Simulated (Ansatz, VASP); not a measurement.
# Ge17H15 (H-capped Ge nanowire along [111]): VASP beside Ansatz

One calculation is typed for both programs; each brings its own data sets. How far apart do they land? The cell is taken from a series of runs on this material, whose earlier steps may have relaxed, scaled, displaced or heated it; both programs get it as it stands.

Program: Ansatz 0.2.0. Level of theory: plane waves, with VASP 6.6.1 beside it; single point at HSE06. Results are calculated unless marked as measured.

In doubt: a hybrid run on one k-point (Ansatz), which bears on gaps, levels and energies.

**1. The starting structure**

The cell holds 64 atoms: 34 Ge and 30 H. Cell: a = 19.500 Å, b = 18.815 Å, c = 9.800 Å, α = 90.0°, β = 90.0°, γ = 90.0°. It derives from Ge (diamond-structure). As first built, before any earlier steps moved the atoms (in the runner's words): square section of size parameter 4.53 A cut from diamond-structure Ge (a = 5.658 A) along [111], 1 periods, broken bonds capped with H. Vacuum lies along a and b. The structure's axis is c.

**2. Ansatz: single point, HSE06**

Ansatz runs on its default PAW (the set named soft_2) files.

A single point gives forces, pressure and levels at one fixed geometry, so differences don't come from the geometry; what else differs is listed under the comparison.

The input, input.yaml:

```yaml
crystal:
  lattice:
    - [19.500099873545814, 0.0, 0.0]
    - [0.0, 18.814602149574725, 0.0]
    - [0.0, 0.0, 9.799943469224708]
  atoms:
    - { symbol: Ge, position: [0.3947436587463096, 0.3147606297130362, 0.0005391721767430557] }
    - { symbol: Ge, position: [0.3863102221135349, 0.3141093436516088, 0.2503283877609644] }
    - { symbol: Ge, position: [0.3951321042167042, 0.43761279660770985, 0.33285032477943216] }
    - { symbol: Ge, position: [0.3957296647401179, 0.43779500951286915, 0.584022040067228] }
    - { symbol: Ge, position: [0.29218949557735474, 0.37546824633129, 0.6645851870965964] }
    - { symbol: Ge, position: [0.29211648389944145, 0.3755473591712702, 0.9143077014353486] }
    - { symbol: Ge, position: [0.3870076073936843, 0.6856592761614648, -0.0003291714576311615] }
    - { symbol: Ge, position: [0.39475579882887774, 0.6850223768977192, 0.2494912984696244] }
    - { symbol: Ge, position: [0.29218006480355435, 0.49817807720702156, 0.999952065953091] }
    - { symbol: Ge, position: [0.2922958697438472, 0.5014646796330148, 0.2509119571762509] }
    - { symbol: Ge, position: [0.29212926175190246, 0.6242579865034137, 0.3356939113825164] }
    - { symbol: Ge, position: [0.29200069356972874, 0.6244099370251511, 0.585402665181918] }
    - { symbol: Ge, position: [0.3954620896195752, 0.5620607276257361, 0.6663394173121324] }
    - { symbol: Ge, position: [0.39492569457131926, 0.5620301348133647, 0.9175059917599209] }
    - { symbol: Ge, position: [0.6045460853655624, 0.3145552388500995, 1.001070990943276] }
    - { symbol: Ge, position: [0.6131732925730986, 0.31420280174347787, 0.25081411539712456] }
    - { symbol: Ge, position: [0.6048591606679213, 0.4378370321418568, 0.3328884720603612] }
    - { symbol: Ge, position: [0.6041848723190406, 0.4380299427976696, 0.5841072757462087] }
    - { symbol: Ge, position: [0.49999653498491237, 0.3768586490769205, 0.6678180461116258] }
    - { symbol: Ge, position: [0.4997652264544225, 0.37515453071779, 0.9197336402588041] }
    - { symbol: Ge, position: [0.6134246261933235, 0.6857905498276421, -0.0001996985570977485] }
    - { symbol: Ge, position: [0.6043489513832819, 0.6852567765957299, 0.24945677926762763] }
    - { symbol: Ge, position: [0.4999012741351382, 0.5006130941273887, -0.0005716593345136153] }
    - { symbol: Ge, position: [0.4999283375823004, 0.49913865586921785, 0.2506658249784163] }
    - { symbol: Ge, position: [0.49961386323954426, 0.6245130787342573, 0.3306192593601288] }
    - { symbol: Ge, position: [0.4996861975996939, 0.6231158602741986, 0.5825240242793321] }
    - { symbol: Ge, position: [0.604060152905003, 0.5623183440380112, 0.6663483015000363] }
    - { symbol: Ge, position: [0.6047900176132612, 0.5621736623695929, 0.9175174826732102] }
    - { symbol: Ge, position: [0.7076096731800249, 0.375628666896429, 0.6650327230257094] }
    - { symbol: Ge, position: [0.7072169453198506, 0.3752179393498416, 0.9147592759538699] }
    - { symbol: Ge, position: [0.7074430160140791, 0.49799811852180403, 0.9996238842917524] }
    - { symbol: Ge, position: [0.7075067962578712, 0.5018841935682791, 0.25053865675396336] }
    - { symbol: Ge, position: [0.7071481678092965, 0.624669290384128, 0.3354315787006349] }
    - { symbol: Ge, position: [0.7073102088563542, 0.6249275848791768, 0.5851577909130776] }
    - { symbol: H, position: [0.3959212874857458, 0.23731920516738975, 0.9449367459207634] }
    - { symbol: H, position: [0.31535926666323794, 0.28431874656818323, 0.2927003792214053] }
    - { symbol: H, position: [0.44218274785351896, 0.2670181152211422, 0.3163595794293022] }
    - { symbol: H, position: [0.2925026286451699, 0.2983011561759095, 0.6099324439018783] }
    - { symbol: H, position: [0.2275179546631254, 0.4132732285407424, 0.6088127777031465] }
    - { symbol: H, position: [0.22777792410246295, 0.3363934487477244, 0.97044344768022] }
    - { symbol: H, position: [0.31668905149869225, 0.7165564598860904, 0.9560355551953563] }
    - { symbol: H, position: [0.44384462580100387, 0.7319105393404343, 0.9347224958569877] }
    - { symbol: H, position: [0.3959049652285403, 0.762390052990054, 0.3054542750044917] }
    - { symbol: H, position: [0.2276829131323647, 0.5378075702131866, 0.9457252295257749] }
    - { symbol: H, position: [0.22787857476565615, 0.46184552214985447, 0.30554338286899596] }
    - { symbol: H, position: [0.22768976218856704, 0.6631953035515185, 0.2794668763992062] }
    - { symbol: H, position: [0.22726654348536868, 0.5865035632395289, 0.6406379127882023] }
    - { symbol: H, position: [0.29221555108502695, 0.7015352403504269, 0.6402599152172284] }
    - { symbol: H, position: [0.603369962612993, 0.23706502859888445, 0.9457247499885336] }
    - { symbol: H, position: [0.6840474706795979, 0.28414695136450674, 0.2930295162967394] }
    - { symbol: H, position: [0.5572088645329784, 0.2674108606205549, 0.3173364243169288] }
    - { symbol: H, position: [0.5000519750882497, 0.2990403476787619, 0.6138113844886904] }
    - { symbol: H, position: [0.6846127208659792, 0.7153496440021516, 0.9583837336723213] }
    - { symbol: H, position: [0.5579743035990705, 0.7329110028234899, 0.9324327285270141] }
    - { symbol: H, position: [0.6031418658865263, 0.762657592367503, 0.3052681818327397] }
    - { symbol: H, position: [0.49965964711706756, 0.7010371560732918, 0.63600829316173] }
    - { symbol: H, position: [0.7075403400596789, 0.29867734571630217, 0.6092529726618262] }
    - { symbol: H, position: [0.7723658430701947, 0.41376316427976256, 0.6104856933019817] }
    - { symbol: H, position: [0.7715317795500941, 0.33610240382701256, 0.9711095347102069] }
    - { symbol: H, position: [0.7719853616122128, 0.5373294910944243, 0.9447650526116927] }
    - { symbol: H, position: [0.7720612507759557, 0.4626026797003373, 0.30541909039515874] }
    - { symbol: H, position: [0.7713968034907593, 0.6639406811053546, 0.2791880971893261] }
    - { symbol: H, position: [0.7067700855841622, 0.7021057770612962, 0.6397405716136244] }
    - { symbol: H, position: [0.7721455222411368, 0.5873445807070014, 0.6407343915135905] }
kpoints:
  mp_grid:
    grid: [1, 1, 1]
hamiltonian:
  xc: hse06
  dispersion: none
scf:
  occupations:
    method: fermi_dirac
    width: 0.05
output:
  forces: true
  eigenvalues: true
```

Command:

```
$ python relax_and_compare.py
```

**3. VASP: single point, HSE06**

The same cell, functional, mesh and smearing now go to VASP, with its own data sets.

Lines of VASP's logs that name or quote its potential files are left out, and so is its time.

The run reads the wave functions of an earlier VASP run, which isn't shown here.

The input, INCAR:

```
SYSTEM = Ge17H15
PREC = Accurate
ENCUT = 410
EDIFF = 1E-06
NELM = 100
ISMEAR = -1
SIGMA = 0.05
LREAL = Auto
ALGO = Normal
LHFCALC = .TRUE.
AEXX = 0.25
GGA = PE
HFSCREEN = 0.208
LASPH = .TRUE.
NBANDS = 297
PRECFOCK = Fast
LORBIT = 11
LWAVE = .FALSE.
LCHARG = .FALSE.
ISIF = 2
```

The input, POSCAR:

```
Ge17H15
1.0
   19.5001000000      0.0000000000      0.0000000000
    0.0000000000     18.8146020000      0.0000000000
    0.0000000000      0.0000000000      9.7999430000
Ge H
34 30
Direct
    0.3947440000      0.3147610000      0.0005390000
    0.3863100000      0.3141090000      0.2503280000
    0.3951320000      0.4376130000      0.3328500000
    0.3957300000      0.4377950000      0.5840220000
    0.2921890000      0.3754680000      0.6645850000
    0.2921160000      0.3755470000      0.9143080000
    0.3870080000      0.6856590000      0.9996710000
    0.3947560000      0.6850220000      0.2494910000
    0.2921800000      0.4981780000      0.9999520000
    0.2922960000      0.5014650000      0.2509120000
    0.2921290000      0.6242580000      0.3356940000
    0.2920010000      0.6244100000      0.5854030000
    0.3954620000      0.5620610000      0.6663390000
    0.3949260000      0.5620300000      0.9175060000
    0.6045460000      0.3145550000      0.0010710000
    0.6131730000      0.3142030000      0.2508140000
    0.6048590000      0.4378370000      0.3328880000
    0.6041850000      0.4380300000      0.5841070000
    0.4999970000      0.3768590000      0.6678180000
    0.4997650000      0.3751550000      0.9197340000
    0.6134250000      0.6857910000      0.9998000000
    0.6043490000      0.6852570000      0.2494570000
    0.4999010000      0.5006130000      0.9994280000
    0.4999280000      0.4991390000      0.2506660000
    0.4996140000      0.6245130000      0.3306190000
    0.4996860000      0.6231160000      0.5825240000
    0.6040600000      0.5623180000      0.6663480000
    0.6047900000      0.5621740000      0.9175170000
    0.7076100000      0.3756290000      0.6650330000
    0.7072170000      0.3752180000      0.9147590000
    0.7074430000      0.4979980000      0.9996240000
    0.7075070000      0.5018840000      0.2505390000
    0.7071480000      0.6246690000      0.3354320000
    0.7073100000      0.6249280000      0.5851580000
    0.3959210000      0.2373190000      0.9449370000
    0.3153590000      0.2843190000      0.2927000000
    0.4421830000      0.2670180000      0.3163600000
    0.2925030000      0.2983010000      0.6099320000
    0.2275180000      0.4132730000      0.6088130000
    0.2277780000      0.3363930000      0.9704430000
    0.3166890000      0.7165560000      0.9560360000
    0.4438450000      0.7319110000      0.9347220000
    0.3959050000      0.7623900000      0.3054540000
    0.2276830000      0.5378080000      0.9457250000
    0.2278790000      0.4618460000      0.3055430000
    0.2276900000      0.6631950000      0.2794670000
    0.2272670000      0.5865040000      0.6406380000
    0.2922160000      0.7015350000      0.6402600000
    0.6033700000      0.2370650000      0.9457250000
    0.6840470000      0.2841470000      0.2930300000
    0.5572090000      0.2674110000      0.3173360000
    0.5000520000      0.2990400000      0.6138110000
    0.6846130000      0.7153500000      0.9583840000
    0.5579740000      0.7329110000      0.9324330000
    0.6031420000      0.7626580000      0.3052680000
    0.4996600000      0.7010370000      0.6360080000
    0.7075400000      0.2986770000      0.6092530000
    0.7723660000      0.4137630000      0.6104860000
    0.7715320000      0.3361020000      0.9711100000
    0.7719850000      0.5373290000      0.9447650000
    0.7720610000      0.4626030000      0.3054190000
    0.7713970000      0.6639410000      0.2791880000
    0.7067700000      0.7021060000      0.6397410000
    0.7721460000      0.5873450000      0.6407340000
```

The input, KPOINTS:

```
Automatic mesh
0
Gamma
1 1 1
0 0 0
```

Potentials, in the order of the species: Ge_d and H (PBE family, release 64).

Command:

```
$ export OMP_NUM_THREADS=4
$ mpirun -np 1 vasp_gam
```

What it wrote:

```text
[banner, memory and clock lines left out]
running    1 mpi-ranks, on    1 nodes
[...]
Offloading initialized ...    1 GPUs detected
[...]
LDA part: xc-table for (Slater+PW92), standard interpolation
 found WAVECAR, reading the header
 POSCAR, INCAR and KPOINTS ok, starting setup
[...]
reading WAVECAR
 the WAVECAR file was read successfully
 initial charge from wavefunction
 entering main loop
       N       E                     dE             d eps       ncg     rms          rms(c)
DAV:   1    -0.293068571527E+03   -0.29307E+03   -0.17402E+01   748   0.220E+01    0.391E+00
DAV:   2    -0.293061373579E+03    0.71979E-02   -0.13171E+00   676   0.420E+00    0.283E+00
DAV:   3    -0.293032489734E+03    0.28884E-01   -0.16647E-01   692   0.207E+00    0.199E+00
DAV:   4    -0.293026967314E+03    0.55224E-02   -0.27376E-02   644   0.128E+00    0.125E+00
[...]
DAV:  46    -0.293025233793E+03   -0.11454E-05   -0.18446E-09   380   0.152E-04    0.211E-04
DAV:  47    -0.293025234861E+03   -0.10685E-05   -0.16746E-09   388   0.162E-04    0.201E-04
DAV:  48    -0.293025235858E+03   -0.99730E-06   -0.15191E-09   380   0.129E-04
   1 F= -.29302524E+03 E0= -.29302524E+03  d E =-.535230E-10
```

Parts of OUTCAR (step 3):

```text
  Total      -15.8639986    -16.0738813    -15.0755604     -0.0045868      0.1175741      0.0155936
  in kB       -7.0691601     -7.1626860     -6.7178240     -0.0020439      0.0523922      0.0069487
  external PRESSURE =      -6.9832234 kB  Pullay stress =       0.0000000 kB

 POSITION                                       TOTAL-FORCE (eV/Angst)
 -----------------------------------------------------------------------------------
      7.69755      5.92210      0.00528         0.010018     -0.050800     -0.027606
      7.53308      5.90984      2.45320        -0.022285     -0.032194      0.043069
      7.70511      8.23351      3.26191        -0.008260      0.014227     -0.000446
      7.71677      8.23694      5.72338         0.004990      0.005116      0.001035
      5.69771      7.06428      6.51290        -0.017936     -0.013767     -0.045860
      5.69629      7.06577      8.96017        -0.024696     -0.021162      0.044278
      7.54669     12.90040      9.79672        -0.024671      0.038209     -0.040942
      7.69778     12.88842      2.44500         0.008360      0.048238      0.034349
      5.69754      9.37302      9.79947        -0.027996      0.051005     -0.023452
      5.69980      9.43486      2.45892        -0.025375     -0.050086      0.019653
      5.69654     11.74517      3.28978        -0.026871      0.017052     -0.043806
      5.69405     11.74803      5.73692        -0.020645      0.007441      0.044584
      7.71155     10.57495      6.53008         0.014840     -0.006239     -0.006218
      7.70110     10.57437      8.99151        -0.000427     -0.010151      0.004820
[...]
-----------------------------------------------------------------------------------
    total drift:                                0.007362     -0.010996     -0.006436

  FREE ENERGIE OF THE ION-ELECTRON SYSTEM (eV)
  ---------------------------------------------------
  free  energy   TOTEN  =      -293.0252358584 eV

  energy  without entropy=     -293.0252358583  energy(sigma->0) =     -293.02523586

[... 2 further parts left out ...]
```

**4. Differences**

Known differences besides the potentials themselves: exact exchange at q = 0 is treated differently, which shows on coarse meshes; VASP keeps PBE cores, Ansatz makes them for the functional; VASP takes a coarser grid for exact exchange (PRECFOCK = Fast); Ansatz takes its cutoff from its data sets, VASP runs at 410 eV. Total energies have different zeros and are not compared.

Compared:

```
              quantity  Ansatz   VASP  difference
gap on the k mesh (eV)   3.031  3.047      -0.016
```

Forces on 7 of the 64 atoms, those with the largest forces and the largest differences (eV/Å; atoms numbered as in POSCAR):

```
atom          Ansatz x, y, z            VASP x, y, z
 H35    -0.003, 0.193, 0.070     0.010, 0.225, 0.077
 H37   -0.150, 0.115, -0.083   -0.164, 0.141, -0.103
 H42   -0.156, -0.113, 0.080   -0.181, -0.139, 0.101
 H43  -0.002, -0.190, -0.074   0.011, -0.223, -0.082
 H51    0.150, 0.116, -0.084    0.167, 0.143, -0.102
 H54    0.150, -0.118, 0.087    0.163, -0.144, 0.105
 H55   0.003, -0.192, -0.073  -0.011, -0.224, -0.080
```

The forces differ by 15 meV/Å r.m.s., which is 16.5 % of the r.m.s. force of 0.093 eV/Å (both taken over all components). A gap on the mesh is an upper bound, since the band edges may lie between its points. With vacuum in the cell, a pressure given here is an average over mostly empty space and none of the material.

**5. Outcome**

| Item | Value |
| --- | --- |
| r.m.s. force difference (single point, HSE06) | 15 meV/Å |

In words: The r.m.s. force difference is 15 meV/Å (single point, HSE06), beyond the 12 meV/Å picked in this series as the mark of a large difference. What causes the difference of the single point, HSE06 pair stays open here. Such differences can come from data sets, numerical settings and the points named under the comparisons, not from the functional's error against experiment.

[Lines on the potential files, build, host, timing and source positions are cut from VASP's logs without a mark.]

[Logs are printed without paths, hosts, clocks, repeated set-up lines and the standing remarks that a program may print on its own settings, such as how far it seeks lower states.]

[Hosts, paths, dates, database ids (printed as entryN), source tags and the programs' standing remarks are cut or masked in the printed files.]
